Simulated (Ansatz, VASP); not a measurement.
# W (Tungsten): VASP beside Ansatz

Aim: how closely do two programs agree when they are given the same cell, functional and k mesh? The cell is taken from a series of runs on this material, whose earlier steps may have relaxed, scaled, displaced or heated it; both programs get it as it stands.

Main program and level: Ansatz 0.2.0; plane waves, with VASP 6.6.1 beside it; relaxation of cell and atoms at PBEsol, spin-orbit coupling.

### 1. Starting point

It takes space group Im-3m (No. 229, cubic). The conventional cell has a = 3.155 Å, b = 3.155 Å, c = 3.155 Å, α = 90.00°, β = 90.00°, γ = 90.00°. Nearest to W lie 8 W at 2.73 Å.

### 2. VASP: relaxation of cell and atoms, PBEsol, spin-orbit coupling

The relaxed volume is the usual yardstick between codes: in a stiff, nearly cubic crystal its relative difference is about their pressure difference at one cell divided by the bulk modulus.

Lines of VASP's logs that name or quote its potential files are left out, and so is its time.

Input file INCAR:

```
SYSTEM = W
PREC = Accurate
ENCUT = 600
EDIFF = 1E-07
NELM = 200
ISMEAR = -1
SIGMA = 0.15
LREAL = .FALSE.
ALGO = Normal
GGA = PS
LNONCOLLINEAR = .TRUE.
MAGMOM = 0 0 0
NBANDS = 18
GGA_COMPAT = .FALSE.
LASPH = .TRUE.
LSORBIT = .TRUE.
LMAXMIX = 4
LORBIT = 11
LWAVE = .FALSE.
LCHARG = .FALSE.
ISIF = 3
IBRION = 2
NSW = 80
EDIFFG = -0.005
NELMIN = 4
```

Input file POSCAR:

```
W
1.0
   -1.5774050000      1.5774050000      1.5774050000
    1.5774050000     -1.5774050000      1.5774050000
    1.5774050000      1.5774050000     -1.5774050000
W
1
Direct
    0.0000000000      0.0000000000      0.0000000000
```

Input file KPOINTS:

```
Automatic mesh
0
Gamma
22 22 22
0 0 0
```

PAW data sets: W (PBE family, release 64).

Command:

```
mpirun -np 1 vasp_ncl
```

Numbers of over 12 decimals in the logs are rounded to 6 here.

Output:

```text
[banner, memory and clock lines left out]
running    1 mpi-ranks, on    1 nodes
 distrk:  each k-point on    1 cores,    1 groups
 distr:  one band on    1 cores,    1 groups

 POSCAR found type information on POSCAR W
 POSCAR found :  1 types and       1 ions
|                                                                             |
|               ----> ADVICE to this user running VASP <----                  |
|                                                                             |
|     You enforced a specific xc type in the INCAR file but a different       |
|     [... a line on the potential file left out ...]
|     I HOPE YOU KNOW WHAT YOU ARE DOING!                                     |
|                                                                             |

 LDA part: xc-table for (Slater+PW92), standard interpolation
 POSCAR, INCAR and KPOINTS ok, starting setup
 FFT: planning ... GRIDC
 FFT: planning ... GRID_SOFT
 FFT: planning ... GRID
 WAVECAR not read
 entering main loop
       N       E                     dE             d eps       ncg     rms          rms(c)
DAV:   1     0.191526493408E+02    0.19153E+02   -0.28175E+03 11808   0.661E+02
DAV:   2    -0.136477581840E+02   -0.32800E+02   -0.29283E+02 13516   0.181E+02
DAV:   3    -0.148243408858E+02   -0.11766E+01   -0.11504E+01 14532   0.278E+01
DAV:   4    -0.148301443445E+02   -0.58035E-02   -0.58001E-02 13298   0.202E+00
DAV:   5    -0.148301687338E+02   -0.24389E-04   -0.24389E-04 13714   0.135E-01    0.213E+01
DAV:   6    -0.143256536948E+02    0.50452E+00   -0.21536E-01 13304   0.396E+00    0.105E+01
DAV:   7    -0.141283268018E+02    0.19733E+00   -0.21835E-01 13792   0.394E+00    0.295E+00
DAV:   8    -0.141261920485E+02    0.21348E-02   -0.30756E-03 13148   0.494E-01    0.232E-01
DAV:   9    -0.141250046243E+02    0.11874E-02   -0.31550E-04 13228   0.112E-01    0.865E-02
DAV:  10    -0.141249059275E+02    0.98697E-04   -0.10233E-04 13964   0.619E-02    0.321E-02
DAV:  11    -0.141249071267E+02   -0.11992E-05   -0.11849E-06 13714   0.997E-03    0.167E-02
DAV:  12    -0.141249072524E+02   -0.12565E-06   -0.31116E-07 12814   0.553E-03    0.392E-03
DAV:  13    -0.141249072522E+02    0.19679E-09   -0.24368E-09  6672   0.623E-04
   1 F= -.14124907E+02 E0= -.14108204E+02  d E =-.141249E+02  mag=     0.0000    -0.0000     0.0000
 curvature:   0.00 expect dE= 0.000E+00 dE for cont linesearch  0.000E+00
 trial: gam= 0.00000 g(F)=  0.183E-65 g(S)=  0.123E-01 ort = 0.000E+00 (trialstep = 0.100E+01)
 search vector abs. value=  0.123E-01
 bond charge predicted
       N       E                     dE             d eps       ncg     rms          rms(c)
DAV:   1    -0.141190054014E+02    0.59019E-02   -0.55212E-01 11900   0.578E+00    0.258E+00
DAV:   2    -0.141105954988E+02    0.84099E-02   -0.50330E-03 13568   0.817E-01    0.107E+00
DAV:   3    -0.141079871423E+02    0.26084E-02   -0.31258E-03 14886   0.509E-01    0.103E-01
DAV:   4    -0.141079984727E+02   -0.11330E-04   -0.57462E-05 13140   0.677E-02    0.326E-02
DAV:   5    -0.141080079658E+02   -0.94931E-05   -0.47213E-06 14776   0.153E-02    0.131E-02
DAV:   6    -0.141080217459E+02   -0.13780E-04   -0.15905E-05 13564   0.241E-02    0.446E-03
DAV:   7    -0.141080218636E+02   -0.11770E-06   -0.43186E-07 13588   0.594E-03    0.241E-03
DAV:   8    -0.141080218051E+02    0.58526E-07   -0.13483E-08  6678   0.161E-03
   2 F= -.14108022E+02 E0= -.14091482E+02  d E =0.168854E-01  mag=    -0.0000     0.0000     0.0000
 trial-energy change:    0.016885  1 .order    0.017278   -0.012267    0.046824
 step:   0.2143(harm=  0.2076)  dis= 0.00000  next Energy=   -14.126226 (dE=-0.132E-02)
 bond charge predicted
       N       E                     dE             d eps       ncg     rms          rms(c)
DAV:   1    -0.141330862005E+02   -0.25064E-01   -0.33249E-01 11892   0.440E+00    0.200E+00
DAV:   2    -0.141278329362E+02    0.52533E-02   -0.32966E-03 13318   0.671E-01    0.850E-01
DAV:   3    -0.141262381283E+02    0.15948E-02   -0.19565E-03 14874   0.399E-01    0.812E-02
DAV:   4    -0.141262436817E+02   -0.55534E-05   -0.34088E-05 12978   0.516E-02    0.277E-02
DAV:   5    -0.141262471232E+02   -0.34415E-05   -0.20007E-06 14440   0.934E-03    0.139E-02
DAV:   6    -0.141262536707E+02   -0.65475E-05   -0.12296E-05 13240   0.200E-02    0.355E-03
DAV:   7    -0.141262537459E+02   -0.75204E-07   -0.27726E-07 13320   0.474E-03
   3 F= -.14126254E+02 E0= -.14109592E+02  d E =-.134649E-02  mag=     0.0000     0.0000     0.0000
 curvature:  -0.10 expect dE=-0.127E-06 dE for cont linesearch -0.127E-06
 trial: gam=-0.00990 g(F)=  0.000E+00 g(S)=  0.123E-05 ort = 0.123E-03 (trialstep = 0.843E+00)
 search vector abs. value=  0.223E-09
 reached required accuracy - stopping structural energy minimisation
```

Parts of OUTCAR (step 2):

```text
ion  position               nearest neighbor table
   1  0.000  0.000  0.000-

  LATTYP: Found a body centered cubic cell.
 ALAT       =     3.1548100000

 Subroutine GETGRP returns: Found 48 space group operations
 (whereof 48 operations were pure point group operations)

The static configuration has the point symmetry O_h .

 Found    328 irreducible k-points:

   k-points           NKPTS =    328   k-points in BZ     NKDIM =    328   number of bands    NBANDS=     18

   dimension x,y,z NGX =    24 NGY =   24 NGZ =   24
   dimension x,y,z NGXF=    48 NGYF=   48 NGZF=   48

   ENCUT  =  600.0 eV  44.10 Ry    6.64 a.u.   5.46  5.46  5.46*2*pi/ulx,y,z

   NELECT =       6.0000    total number of electrons

 k-points in reciprocal lattice and weights: Automatic mesh
   0.00000000  0.00000000  0.00000000       0.000
   0.04545455  0.00000000  0.00000000       0.001
   0.09090909  0.00000000  0.00000000       0.001
   0.13636364  0.00000000  0.00000000       0.001
   0.18181818  0.00000000  0.00000000       0.001
   0.22727273  0.00000000  0.00000000       0.001
   0.27272727  0.00000000  0.00000000       0.001
   0.31818182  0.00000000  0.00000000       0.001
   0.36363636  0.00000000  0.00000000       0.001
[...]
0.50000000  0.50000000  0.45454545       0.001
   0.50000000  0.50000000  0.50000000       0.000

 average (electrostatic) potential at core
       1 -37.4148

 E-fermi :   7.8385

 k-point     1 :       0.0000    0.0000    0.0000
  band No.  band energies     occupation
    ...
      4       6.3927      0.99993
      5       6.3927      0.99993
      6       6.3927      0.99993
      7       6.8977      0.99812
      8       6.8977      0.99812
      9      10.1743      0.00000
     10      10.1743      0.00000
     11      10.1743      0.00000
     12      10.1743      0.00000
     13      23.1904      0.00000
    ...

 k-point     2 :       0.0455    0.0000    0.0000
  band No.  band energies     occupation
    ...
      4       6.3584      0.99995
      5       6.4309      0.99992
      6       6.4309      0.99992
      7       6.9174      0.99785
      8       6.9174      0.99785
      9      10.0713      0.00000
     10      10.0713      0.00000
     11      10.1766      0.00000
     12      10.1766      0.00000
     13      23.2792      0.00000
    ...

 k-point     3 :       0.0909    0.0000    0.0000
  band No.  band energies     occupation
    ...
      4       6.2370      0.99998
      5       6.4486      0.99991
      6       6.4486      0.99991
      7       7.0874      0.99336
      8       7.0874      0.99336
      9       9.8225      0.00000
     10       9.8225      0.00000
     11      10.1869      0.00000
     12      10.1869      0.00000
     13      23.5161      0.00000
    ...

  Total       -0.0029106     -0.0029106     -0.0029106     -0.0000000     -0.0000000      0.0000000
  in kB       -0.2997330     -0.2997330     -0.2997330     -0.0000000     -0.0000000      0.0000000
  external PRESSURE =      -0.2997330 kB  Pullay stress =       0.0000000 kB

  energy-cutoff  :      600.00
  volume of cell :       15.56
      direct lattice vectors                 reciprocal lattice vectors
    -1.572656852  1.572656852  1.572656852     0.000000000  0.317933311  0.317933311
     1.572656852 -1.572656852  1.572656852     0.317933311  0.000000000  0.317933311
     1.572656852  1.572656852 -1.572656852     0.317933311  0.317933311  0.000000000

 POSITION                                       TOTAL-FORCE (eV/Angst)
 -----------------------------------------------------------------------------------
      0.00000      0.00000      0.00000         0.000000      0.000000      0.000000
 -----------------------------------------------------------------------------------
    total drift:                                0.000000      0.000000      0.000000

  FREE ENERGIE OF THE ION-ELECTRON SYSTEM (eV)
  ---------------------------------------------------
  free  energy   TOTEN  =       -14.1262537459 eV

  energy  without entropy=      -14.0929307148  energy(sigma->0) =      -14.10959223

 reached required accuracy - stopping structural energy minimisation

 Spin-Orbit-Coupling matrix elements
 Ion:    1  E_soc:     -0.4556800

 total charge
# of ion       s       p       d       tot
------------------------------------------
    1        0.680   0.748   4.196   5.624

 magnetization (x)
# of ion       s       p       d       tot
------------------------------------------
    1        0.000   0.000   0.000   0.000

 magnetization (y)
# of ion       s       p       d       tot
------------------------------------------
    1       -0.000   0.000  -0.000  -0.000

 magnetization (z)
# of ion       s       p       d       tot
------------------------------------------
    1       -0.000   0.000   0.000  -0.000

[... 3 further parts left out ...]
```

The run keeps the 48 symmetry operations of its start, so it cannot find a distortion of lower symmetry.

### 3. Ansatz: relaxation of cell and atoms, PBEsol, spin-orbit coupling

Ansatz runs on its PAW fully relativistic soft_1 files.

The same cell, functional, mesh and smearing now go to Ansatz, which takes its cutoff from its data sets.

Input file input.yaml:

```yaml
crystal:
  lattice:
    - [-1.5774050534, 1.5774050534, 1.5774050534]
    - [1.5774050534, -1.5774050534, 1.5774050534]
    - [1.5774050534, 1.5774050534, -1.5774050534]
  atoms:
    - { symbol: W, position: [0.0, 0.0, 0.0] }
kpoints:
  mp_grid: { grid: [22, 22, 22] }
hamiltonian:
  xc: pbesol
  pseudopotentials: { kind: paw_fr, azcp: { folder: soft_1 }, xc_functional: pbe }
scf:
  occupations: { method: fermi_dirac, width: 0.15 }
output:
  forces: true
  stress: true
  eigenvalues: true
magnetization:
  noncollinear: true
  spin_orbit: true
relax:
  adjacent_minimum: "off"
  f_tol: 0.001
  max_steps: 60
  cell: { stress_tol: 0.01 }
```

Command:

```
ansatz run input.yaml --threads 8 --pin off --max-ram 15360MiB --backend cpu --events-out ev --progress --plain --runs-dir out
```

Output:

```text
Engine: ansatz 0.2.0, x86_64-unknown-linux-gnu
Pseudopotentials: kind: paw_fr
Pseudopotential: W, paw, valence charge 14, recommended cutoff 420 eV (normal), soft_1/W.paw.azcp
Functional definition: PBEsol
  exchange = pbesol_x
  correlation = pbesol_c
non-collinear run that drives no moment, with spin-orbit: no starting moment large enough to seed its density (crystal.atoms[].spin), no starting occupations that ask for one, no magnetisation constraint and no magnetic field, so the semilocal B_xc is pinned to zero
Crystal: 1 atoms, lattice volume = 15.700 Å³
Basis set: ecut = 420 eV, 321 PW (Γ), exchange–correlation on 40×40×40 points (8 copies of the dense FFT grid, shifted against one another)
Bands: 22, of which v1, the nominal top of the filled ones, is band 14 counted from 1 (13 counted from 0)
Symmetry: 48 space group operations + 48 with time reversal
Magnetic group: BNS 229.141 (UNI 1643), of the structure as read, at distance tolerance 2.5e-5 Å
k-points: 328 of 10648
Projection manifold: j_resolved (fully-relativistic pseudo-atomic orbitals)
Non-local potential: W, projectors of the file, resolved by j, l = 0: 3, l = 1: 4, l = 2: 4, l = 3: 2
PAW form: soft (Blöchl's): semilocal exchange-correlation on the pseudo side does not see the compensation charge
PAW frozen core: W, regenerated for the run's functional, and the local potential with it (the file was generated under x = pbe(κ = 0.804, μ = 0.219515), c = pbe(β = 0.066725))
PAW one-centre angular grid: W, 590 points (default); XC on 64 Gauss nodes
Initial density: superposition of atomic densities (chi_scale 0.1, normalization cell)
Initial wavefunctions: pseudopotential atomic-orbital guess
Functional: x = pbesol(κ = 0.804, μ = 0.123457), c = pbesol(β = 0.046)
SCF iter   1: F=—  HF=-10282.036523 eV  |F-HF|=—  |Δ(HF+E_count)|=         —  Δρ=6.55e-2  dr2=5.96e-1  dr2_m=0.00e0 (ungated)  ethr=3.10e-3  |M|=0.00e0 ∫|m|=0.00e0 μB  |m|>n=0.0e0 m-floor=0.0e0 τ_xc=0.0e0  β_m=0.30  ⟨swp⟩=6.0  Hψ=18653  notcnv=0  defer=6
preconditioner: auto → none  [metal: Δε(μ)=0.033 eV  Ē_g=9.393 eV  σ=0.150 eV  W_gap=0.05  n_scr=0 (ndim 8)  ℏωp=23.0 eV  f_vac=0.000  D(μ)=0.39/eV (n_scr^D=0)]
SCF iter   2: F=—  HF=-10281.856527 eV  |F-HF|=—  |Δ(HF+E_count)|=   1.80e-1  Δρ=3.81e-2  dr2=1.69e-1  dr2_m=0.00e0 (ungated)  ethr=3.10e-3  |M|=0.00e0 ∫|m|=0.00e0 μB  |m|>n=0.0e0 m-floor=0.0e0 τ_xc=0.0e0  β_m=0.47  ⟨swp⟩=2.1  Hψ=6160  notcnv=0  defer=128
SCF iter   3: F=—  HF=-10281.794687 eV  |F-HF|=—  |Δ(HF+E_count)|=   6.18e-2  Δρ=8.31e-3  dr2=3.21e-3  dr2_m=0.00e0 (ungated)  ethr=1.21e-3  |M|=0.00e0 ∫|m|=0.00e0 μB  |m|>n=0.0e0 m-floor=0.0e0 τ_xc=0.0e0  β_m=0.69  ⟨swp⟩=2.7  Hψ=6525  notcnv=0  defer=128
SCF iter   4: F=—  HF=-10281.793725 eV  |F-HF|=—  |Δ(HF+E_count)|=   9.63e-4  Δρ=6.45e-4  dr2=6.71e-5  dr2_m=0.00e0 (ungated)  ethr=2.29e-5  |M|=0.00e0 ∫|m|=0.00e0 μB  |m|>n=0.0e0 m-floor=0.0e0 τ_xc=0.0e0  β_m=0.69  ⟨swp⟩=2.0  Hψ=5937  notcnv=0  defer=128
SCF iter   5: F=—  HF=-10281.793693 eV  |F-HF|=—  |Δ(HF+E_count)|=   3.16e-5  Δρ=5.44e-5  dr2=7.63e-8  dr2_m=0.00e0 (ungated)  ethr=7.14e-10  |M|=0.00e0 ∫|m|=0.00e0 μB  |m|>n=0.0e0 m-floor=0.0e0 τ_xc=0.0e0  β_m=0.83  ⟨swp⟩=4.7  Hψ=19663  notcnv=0
SCF iter   6: F=-10281.793693 eV  HF=-10281.793693 eV  |F-HF|=8.51e-10  |Δ(HF+E_count)|=   6.50e-9  Δρ=3.09e-6  dr2=1.31e-9  dr2_m=0.00e0 (ungated)  ethr=5.45e-10  |M|=0.00e0 ∫|m|=0.00e0 μB  |m|>n=0.0e0 m-floor=0.0e0 τ_xc=0.0e0  ⟨swp⟩=2.0  Hψ=11306  notcnv=0
SCF 1 converged in 6 iterations: F = -10281.793693 eV  dr2 = 1.31e-9
  greatest PAW one-centre occupation: 0.999 electrons in one spin orbital (limit 2), on the W atom at site 0 (counted from 0), in its partial waves of l = 0
relax step   1: F+E_penalty+E_count = -10281.79369304 eV  Δ(F+E_penalty+E_count) = +0.000e0 eV  max|allowed force component| = 0.000e0 eV/Å  Δτ_max = 0.0000 Å  P = +0.365 GPa  Ω = 15.700 Å³  (6 SCF iters, dr2 threshold 1.00e-7 eV, accepted)
[...]
relax step   2: F+E_penalty+E_count = -10281.79352441 eV  Δ(F+E_penalty+E_count) = +1.686e-4 eV  max|allowed force component| = 0.000e0 eV/Å  Δτ_max = 0.0000 Å  P = -0.957 GPa  Ω = 15.765 Å³  energy of the carried Pulay correction = -4.745e-5 eV  (3 SCF iters, dr2 threshold 1.00e-7 eV, rejected (line search))
[...]
relax step   3: F+E_penalty+E_count = -10281.79370025 eV  Δ(F+E_penalty+E_count) = -7.220e-6 eV  max|allowed force component| = 0.000e0 eV/Å  Δτ_max = 0.0000 Å  P = -0.002 GPa  Ω = 15.718 Å³  energy of the carried Pulay correction = -1.309e-5 eV  (5 SCF iters, accepted)
[...]
relax step   4: F+E_penalty+E_count = -10281.79371382 eV  Δ(F+E_penalty+E_count) = -1.356e-5 eV  max|allowed force component| = 0.000e0 eV/Å  Δτ_max = 0.0000 Å  P = -0.001 GPa  Ω = 15.718 Å³  stress off target by 1.50e-3 GPa  SCF on the basis re-selected at this cell (its energy is not comparable with the rows above)  (5 SCF iters)
basis re-selected at this cell: Δ(F+E_penalty+E_count) = -1.356e-5 eV, ΔP = +0.000 GPa vs the last step (what re-selecting the basis moved, of the pressure what is left beyond the Pulay correction that the steps carried, after the strain that the cell walked since its last selection, with what the two solves' SCF thresholds leave and, on support functions, any second-order correction that the steps lacked; it is no measure of the basis error at this ecutwfc). This SCF's stress stands 1.50e-3 GPa from its target on what of the cell is left free (relax.cell.stress_tol is 1.00e-2 GPa) and its largest allowed force component is 0.00e0 eV/Å (relax.f_tol is 1.00e-3 eV/Å): [rest of the remark cut]
SCF converged after 5 iterations
Magnetization: |M| = 0.0000 μB,  M = (+0.0000, +0.0000, +0.0000) μB
Absolute magnetization: 0.0000 μB (∫|m|)
  site 0: m = (+0.0000, +0.0000, +0.0000) μB, |m| = 0.0000 μB  (R = 1.13 Å)
Free energy (F): -10281.793714 eV
Harris-Foulkes:  -10281.793714 eV  (|F-HF|=1.27e-11)
Internal energy: -10281.760451 eV  (E = F + TS)
E sigma→0 (E₀):  -10281.777082 eV
Entropy (-TS):   -0.033263 eV (-33.263 meV/atom)
Fermi energy:    22.450287 eV
--- Per-component energies (eV) ---
  E_band       = -86.337957
  E_kinetic    = 421.735413
  E_local      = -538.389627  (includes V_loc(G=0)·N_el)
  E_nonlocal   = -26.367617
  E_hartree    = 225.925320
  E_xc         = -265.938018
  E_vxc        = -231.150285  (∫ρ·V_xc dr)
  E_paw        = -8471.721617  (= ΣΔE_a)
  E_vpaw       = -164.016631  (= ΣTr[D̂ρ^β])
  E_aug_tail   = 0.000147  (compensation charges beyond the density's cutoff)
  E_ewald      = -1627.231408
  E_core_change = 0.226955  (= ΣΔE_core)
  E_smearing   = -0.033263  (= −TS)
  E_closure    = 0.000000  (closes the sum)
  Σ components = -10281.793714   (vs F -10281.793714, Δ=0.00e0)
--- Forces (eV/Å), atoms counted from 1 ---
  atom   1  W      0.00000000     0.00000000    -0.00000000
  max |Σ_I F_I| component: 1.64e-31 eV/Å
--- Stress (GPa, compression-positive) ---
       -0.001500       0.000000       0.000000
       -0.000000      -0.001500       0.000000
       -0.000000       0.000000      -0.001500
  P = ⅓ Tr σ = -0.0015 GPa (-0.015 kbar)
--- Band table (eV; the first three rows and the last of 328) ---
  k-point 0: bands = [... 10 lower, 21.0362, 21.0362, 21.0362, 21.0362, 21.5480, 21.5480, 24.7970, 24.7970, ... 4 higher]
  k-point 1: bands = [... 10 lower, 21.0022, 21.0022, 21.0733, 21.0733, 21.5670, 21.5670, 24.6927, 24.6927, ... 4 higher]
  k-point 2: bands = [... 10 lower, 20.8820, 20.8820, 21.0901, 21.0901, 21.7323, 21.7323, 24.4417, 24.4417, ... 4 higher]
  k-point 327: bands = [... 10 lower, 16.5474, 16.5474, 27.5083, 27.5083, 27.5083, 27.5083, 28.2367, 28.2367, ... 4 higher]
--- Relaxed structure (3 steps of the walk, 2 accepted, 1 SCFs on fresh bases) ---
  F+E_penalty+E_count = -10281.79371382 eV   max|allowed force component| = 0.000e0 eV/Å   (the final SCF, on the basis selected at the relaxed cell)
  cell:  # Å, volume = 15.7176 Å³
    - [-1.578005, 1.578005, 1.578005]
    - [1.578005, -1.578005, 1.578005]
    - [1.578005, 1.578005, -1.578005]
  atoms:
    - { symbol: W, position: [0.0, 0.0, 0.0] }
```

Reading the cycles: dr2 is the Hartree energy of the density residual (eV), the measure of convergence; HF is the Harris–Foulkes estimate of the energy, which meets the free energy F at convergence.

### 4. Differences

Known differences besides the potentials themselves: spin-orbit coupling enters by fully relativistic files in Ansatz and inside the spheres in VASP; the data sets hold 14 valence electrons in Ansatz (on its PAW fully relativistic soft_1 files) and 6 in VASP; the cutoff is 420 eV in Ansatz and 600 eV in VASP; Ansatz makes its cores anew for this functional, VASP keeps those of its PBE data sets; Ansatz adds a Pulay correction to the stress that steers its cell, VASP none. Total energies have different zeros and are not compared.

Both answers:

```
                                         quantity  Ansatz   VASP  difference
                                      volume (Å³)   15.72  15.56     +1.02 %
edge a after relaxation, in the typed setting (Å)   2.733  2.724     +0.34 %
```

### 5. Outcome

| Quantity | Value |
| --- | --- |
| difference in volume (relaxation of cell and atoms, PBEsol, spin-orbit coupling) | 1.0 % |

The difference in volume is 1.0 % (relaxation of cell and atoms, PBEsol, spin-orbit coupling), within the 1.2 % picked in this series as the mark of a large difference, as far as the stopping tolerances let one tell. The data sets hold unlike numbers of valence electrons (14 in Ansatz and 6 in VASP), so part of the differences comes from the potentials. How closely two codes agree says nothing of how well the functional describes the real material.

[Lines on the potential files, build, host, timing and source positions are cut from VASP's logs without a mark.]

[Logs are printed without paths, hosts, clocks, repeated set-up lines and the standing remarks that a program may print on its own settings, such as how far it seeks lower states.]

[Hosts, paths, dates, database ids (printed as entryN), source tags and the programs' standing remarks are cut or masked in the printed files.]
